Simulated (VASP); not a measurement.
An input for Ansatz (written as the equivalent of a VASP run, and not itself run):

Ansatz 0.2 input:
```yaml
crystal:
  lattice:
    - [3.8200856, 0.0000000, 0.0000000]
    - [0.0000000, 3.8200856, 0.0000000]
    - [0.0000000, 0.0000000, 3.8199234]
  atoms:
    - { symbol: Ba, position: [0.0000000, 0.0000000, 0.9928064] }
    - { symbol: Ti, position: [0.5000000, 0.5000000, 0.4932760] }
    - { symbol: O, position: [0.5000000, 0.5000000, 0.9925089] }
    - { symbol: O, position: [0.0000000, 0.5000000, 0.4927044] }
    - { symbol: O, position: [0.5000000, 0.0000000, 0.4927044] }
kpoints:
  mp_grid: { grid: [6, 6, 6] }
hamiltonian:
  xc: pbesol
  pseudopotentials: { kind: paw }
scf:
  occupations: { method: gaussian, width: 0.05 }
  max_iter: 100
relax:
  max_steps: 40
  f_tol: 0.02
  cell: { p_target: 30 }
output: { forces: true, stress: true, eigenvalues: true }
```

Question: Translate this input to VASP (INCAR, KPOINTS, POSCAR, choice of POTCAR).

Answer: Several could match; the one computed here: 
INCAR:
```
SYSTEM = BaTiO3
PREC = Accurate; ENCUT = 620; LREAL = F
LASPH = T
EDIFF = 1E-6; NELM = 100; ALGO = Normal
LMAXMIX = 4
ISMEAR = 0; SIGMA = 0.05
GGA = PS
IBRION = 2; NSW = 40; ISIF = 3
EDIFFG = -0.02; PSTRESS = 300
LWAVE = F; LCHARG = F
```

File KPOINTS:
```
Automatic mesh
0
G
  6 6 6
```

POSCAR:
```
BaTiO3
1
    3.8200855651     0.0000000000     0.0000000000
    0.0000000000     3.8200855651     0.0000000000
    0.0000000000    -0.0000000000     3.8199233592
Ba Ti O
1 1 3
Direct
  0.0000000000   0.0000000000   0.9928063669
  0.5000000000   0.5000000000   0.4932759566
  0.5000000000   0.5000000000   0.9925089422
  0.0000000000   0.5000000000   0.4927043672
  0.5000000000   0.0000000000   0.4927043672
```

POTCAR, in this order: Ba_sv Ti_sv O (PBE.64 set). Program: vasp_std.

What does not carry over: each code has its own PAW files, so the cut-off isn't converted (ENCUT is set for VASP's; basis.ecutwfc is left out, and Ansatz then takes the one that its files recommend); Ansatz stops its SCF on the density residual and VASP on the energy change (EDIFF).

The compound is BaTiO3 in the tetragonal perovskite structure. It was relaxed first under an external pressure of 30 GPa.
